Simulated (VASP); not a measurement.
All values below come from LDA (Ceperley-Alder, Perdew-Zunger), VASP's LDA PAW potentials (set 64) (plane waves; VASP).

Input for VASP

### INCAR
```
SYSTEM = Ir
PREC = Accurate
ENCUT = 400
EDIFF = 1E-6
NELM = 100
ALGO = Normal
LREAL = .FALSE.
LASPH = .TRUE.
ISMEAR = 1
SIGMA = 0.1
LMAXMIX = 6
LWAVE = .FALSE.
LCHARG = .FALSE.
IBRION = 2
ISIF = 3
NSW = 60
EDIFFG = -0.01
```

File KPOINTS:
```
Regular mesh
0
Gamma
15 15 15
0 0 0
```

### POSCAR
```
Ir
1
    0.0000000000     1.9269650000     1.9269650000
    1.9269650000     0.0000000000     1.9269650000
    1.9269650000     1.9269650000     0.0000000000
Ir
1
Direct
  0.0000000000   0.0000000000   0.0000000000
```

POTCAR, in this order: Ir (LDA.64 set). Program: vasp_std.

Energy and stress use the plane-wave basis of the starting cell. Unless said otherwise, spin-orbit coupling is left out, though it shifts the bands of the heavy elements here.

Q: Estimate the energy per atom (σ→0), volume per atom, band gap (on the k-mesh).

A: 
```
Item                                                         Value
------------------------  ----------------------------------------
energy per atom (σ→0)                              -10.331 eV/atom
band gap (on the k-mesh)  none (metal, semimetal or under 0.01 eV)
volume per atom                                      13.93 Å³/atom
```

File OSZICAR:
```
...
DAV:   7    -0.103305786442E+02   -0.30695E-06   -0.33958E-07  1536   0.521E-03
   3 F= -.10330579E+02 E0= -.10330477E+02  d E =-.128531E-01
       N       E                     dE             d eps       ncg     rms          rms(c)
DAV:   1    -0.103306736460E+02   -0.95309E-04   -0.25374E-03  2064   0.853E-01    0.821E-02
DAV:   2    -0.103306166412E+02    0.57005E-04   -0.14709E-04  2136   0.171E-01    0.277E-02
DAV:   3    -0.103306101798E+02    0.64614E-05   -0.29123E-05  2344   0.704E-02    0.797E-03
DAV:   4    -0.103306101723E+02    0.75117E-08   -0.60422E-07  1136   0.786E-03
   4 F= -.10330610E+02 E0= -.10330509E+02  d E =-.128846E-01
```

The structure comes from a computed database's Ir entry (Fm-3m); how it stands against other phases isn't given here. This run relaxes it. Symmetry was kept, so distortions that lower it aren't found.
